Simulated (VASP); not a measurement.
Here is the system:

```yaml
crystal:
  lattice:
    - [1.90697, -5.25237, 0.00000]
    - [1.90697, 5.25237, 0.00000]
    - [0.00000, 0.00000, 3.78251]
  atoms:
    - { symbol: Ge, position: [0.87023, 0.12977, 0.25000] }
    - { symbol: Ge, position: [0.12977, 0.87023, 0.75000] }
    - { symbol: S, position: [0.64363, 0.35637, 0.25000] }
    - { symbol: S, position: [0.35637, 0.64363, 0.75000] }
```

Level of theory: PBEsol GGA, VASP's PBE PAW potentials (set 64) (plane waves; VASP). Numerical set-up: 400 eV cut-off, 7×7×7 Γ-centred mesh, tetrahedra with Blöchl corrections, potentials Ge_d S.

The cores are frozen, which limits the accuracy of field gradients.

Q: Give the principal components of the electric field gradient (V/Å²) and the asymmetry η at each nucleus.

A: 
```
atom   Vxx   Vyy    Vzz     η
----  ----  ----  -----  ----
Ge1   44.5  40.8  -85.4  0.04
Ge2   44.5  40.8  -85.4  0.04
S3     3.7   1.1   -4.9  0.53
S4     3.7   1.1   -4.9  0.53
```

The structure comes from a computed database's GeS entry (Cmcm); how it stands against other phases isn't given here. It was relaxed first, which changed the volume by -8 %.
